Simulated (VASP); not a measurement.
These are r2SCAN meta-GGA, VASP's PBE PAW potentials (set 64) (plane waves; VASP 6.6.1) values and carry that method's errors.

A VASP calculation is set up with these files.

**INCAR**
```
PREC  =  Accurate
LMAXMIX  =  4   # l cut-off of mixed one-centre charges
NEDOS  =  601
LREAL  =  .False.   # projection in real space or not
ALGO  =  Normal   # blocked Davidson
EDIFF  =  1E-7   # SCF stop (eV)
LMIXTAU  =  .True.
LORBIT  =  11   # lm-projected
LASPH  =  .True.
NELM  =  100
SYSTEM  =  AlV2C
LCHARG  =  .False.
LWAVE  =  .False.
LEFG  =  .True.
ENCUT  =  520
ISIF  =  2   # forces and stress, cell fixed
ISMEAR  =  -5   # tetrahedra, Bloechl
METAGGA  =  R2SCAN
```

### KPOINTS
```
K-points
0
Gamma
 14 14 3
0 0 0
```

POSCAR:
```
AlV2C
1
    2.8854855697     0.0000000000     0.0000000000
   -1.4427427848     2.4989035975     0.0000000000
   -0.0000000000     0.0000000000    13.1166354348
Al V C
2 4 2
Direct
  0.3333330000   0.6666670000   0.7500000000
  0.6666670000   0.3333330000   0.2500000000
  0.3333330000   0.6666670000   0.0860039541
  0.6666670000   0.3333330000   0.5860039541
  0.6666670000   0.3333330000   0.9139960459
  0.3333330000   0.6666670000   0.4139960459
  0.0000000000   0.0000000000   0.0000000000
  0.0000000000   0.0000000000   0.5000000000
```

KPOINTS_OPT:
```
k-points along high-symmetry lines
6
Line-mode
Reciprocal
  0.000000   0.000000   0.000000 ! GAMMA
  0.500000   0.000000   0.000000 ! M

  0.500000   0.000000   0.000000 ! M
  0.333333   0.333333   0.000000 ! K

  0.333333   0.333333   0.000000 ! K
  0.000000   0.000000   0.000000 ! GAMMA

  0.000000   0.000000   0.000000 ! GAMMA
  0.000000   0.000000   0.500000 ! A

  0.000000   0.000000   0.500000 ! A
  0.500000   0.000000   0.500000 ! L

  0.500000   0.000000   0.500000 ! L
  0.333333   0.333333   0.500000 ! H

  0.333333   0.333333   0.500000 ! H
  0.000000   0.000000   0.500000 ! A

  0.500000   0.000000   0.500000 ! L
  0.500000   0.000000   0.000000 ! M

  0.333333   0.333333   0.500000 ! H
  0.333333   0.333333   0.000000 ! K
```

POTCAR, in this order: Al V_sv C (PBE.64 set). Program: vasp_std.

Output of the run:

File OSZICAR:
```
       N       E                     dE             d eps       ncg     rms          rms(c)
DAV:   1     0.929323485335E+03    0.92932E+03   -0.39338E+04  3808   0.188E+03
DAV:   2    -0.415802390524E+02   -0.97090E+03   -0.95419E+03  3759   0.615E+02
DAV:   3    -0.122712775549E+03   -0.81133E+02   -0.79177E+02  5133   0.169E+02
DAV:   4    -0.125520484061E+03   -0.28077E+01   -0.27691E+01  4657   0.288E+01
DAV:   5    -0.125582280571E+03   -0.61797E-01   -0.61590E-01  4553   0.437E+00    0.639E+01
DAV:   6    -0.104743024248E+03    0.20839E+02   -0.18932E+02  4898   0.929E+01    0.120E+01
DAV:   7    -0.972329629192E+02    0.75101E+01   -0.32781E+01  4678   0.340E+01    0.105E+01
DAV:   8    -0.956565683269E+02    0.15764E+01   -0.32667E+00  4542   0.117E+01    0.246E+00
DAV:   9    -0.954128472498E+02    0.24372E+00   -0.24374E-01  4355   0.436E+00    0.119E+00
DAV:  10    -0.946824793629E+02    0.73037E+00   -0.38785E-01  4049   0.534E+00    0.545E-01
DAV:  11    -0.945727161854E+02    0.10976E+00   -0.55421E-02  4361   0.150E+00    0.268E-01
DAV:  12    -0.945759920802E+02   -0.32759E-02   -0.99914E-03  4363   0.703E-01    0.254E-01
DAV:  13    -0.945726486446E+02    0.33434E-02   -0.52808E-03  4346   0.428E-01    0.976E-02
DAV:  14    -0.945794393604E+02   -0.67907E-02   -0.49834E-03  4290   0.494E-01    0.112E-01
DAV:  15    -0.945799541838E+02   -0.51482E-03   -0.25904E-03  4367   0.326E-01    0.244E-02
DAV:  16    -0.945798693205E+02    0.84863E-04   -0.42252E-04  4339   0.131E-01    0.349E-02
DAV:  17    -0.945799257790E+02   -0.56458E-04   -0.86913E-05  4381   0.687E-02    0.147E-02
DAV:  18    -0.945799164465E+02    0.93325E-05   -0.45033E-05  4464   0.433E-02    0.833E-03
DAV:  19    -0.945799434430E+02   -0.26996E-04   -0.79110E-06  4395   0.201E-02    0.722E-03
DAV:  20    -0.945799378998E+02    0.55432E-05   -0.24789E-06  4420   0.104E-02    0.276E-03
DAV:  21    -0.945799450017E+02   -0.71019E-05   -0.13962E-06  3606   0.799E-03    0.199E-03
DAV:  22    -0.945799426022E+02    0.23995E-05   -0.29918E-07  3339   0.350E-03    0.125E-03
DAV:  23    -0.945799447614E+02   -0.21592E-05   -0.38244E-07  3615   0.384E-03    0.878E-04
DAV:  24    -0.945799434053E+02    0.13561E-05   -0.15462E-07  2762   0.310E-03    0.291E-04
DAV:  25    -0.945799434277E+02   -0.22474E-07   -0.18701E-08  2684   0.109E-03
   1 F= -.94579943E+02 E0= -.94579943E+02  d E =0.000000E+00
       N       E                     dE             ncg
       N       E                     dE             ncg
```

OUTCAR:
```
------------------------ aborting loop because EDIFF is reached ----------------------------------------
  FORCE on cell =-STRESS in cart. coord.  units (eV):
  Direction    XX          YY          ZZ          XY          YZ          ZX
  --------------------------------------------------------------------------------------
  Total        0.0967944      0.0967944     -0.0077364      0.0000000      0.0000000      0.0000000
  in kB        1.6397218      1.6397216     -0.1310557      0.0000000      0.0000000      0.0000000
  external PRESSURE =       1.0494626 kB  Pullay stress =       0.0000000 kB
  volume of cell :       94.58
      direct lattice vectors                 reciprocal lattice vectors
     2.885485570  0.000000000  0.000000000     0.346562121  0.200087751  0.000000000
    -1.442742785  2.498903598  0.000000000     0.000000000  0.400175501  0.000000000
     0.000000000  0.000000000 13.116635435     0.000000000  0.000000000  0.076239063
 POSITION                                       TOTAL-FORCE (eV/Angst)
 -----------------------------------------------------------------------------------
     -0.00000      1.66594      9.83748        -0.000000      0.000000      0.000000
      1.44274      0.83297      3.27916        -0.000000      0.000000      0.000000
     -0.00000      1.66594      1.12808         0.000000     -0.000000     -0.003584
      1.44274      0.83297      7.68640        -0.000000      0.000000     -0.003584
      1.44274      0.83297     11.98855        -0.000000      0.000000      0.003584
     -0.00000      1.66594      5.43024         0.000000     -0.000000      0.003584
      0.00000      0.00000      0.00000        -0.000000      0.000000      0.000000
      0.00000      0.00000      6.55832        -0.000000      0.000000      0.000000
 -----------------------------------------------------------------------------------
    total drift:                               -0.001919      0.001108     -0.000059
  FREE ENERGIE OF THE ION-ELECTRON SYSTEM (eV)
  ---------------------------------------------------
  free  energy   TOTEN  =       -94.5799434277 eV

  energy  without entropy=      -94.5799434277  energy(sigma->0) =      -94.57994343

 total charge

# of ion       s       p       d       tot
------------------------------------------
    1        0.417   0.412   0.000   0.829
    2        0.417   0.412   0.000   0.829
    3        2.269   6.293   3.131  11.693
    4        2.269   6.293   3.131  11.693
    5        2.269   6.293   3.131  11.693
    6        2.269   6.293   3.131  11.693
    7        0.922   1.584   0.000   2.505
    8        0.922   1.584   0.000   2.505
--------------------------------------------------
tot         11.755  29.164  12.523  53.441

 Electric field gradients after diagonalization (V/A^2)
 (convention: |V_zz| > |V_xx| > |V_yy|)
----------------------------------------------------------------------
 ion       V_xx      V_yy      V_zz     asymmetry (V_yy - V_xx)/ V_zz
----------------------------------------------------------------------
   1      17.511    17.511   -35.023       0.000
   2      17.511    17.511   -35.023       0.000
   3      -8.754    -8.750    17.504       0.000
   4      -8.754    -8.751    17.505       0.000
   5      -8.754    -8.751    17.505       0.000
   6      -8.754    -8.751    17.504       0.000
   7      -0.795    -0.795     1.590       0.000
   8      -0.795    -0.795     1.590       0.000
```
(Selected blocks of OUTCAR.)

For a metal the tetrahedron method with Blöchl corrections gives inexact stress and forces.

The structure was generated: AlV2C was put into the MAX-211 type (P6_3/mmc), which need not be its known phase. It was relaxed first. The run is not spin-polarised, so no magnetic state was tried.
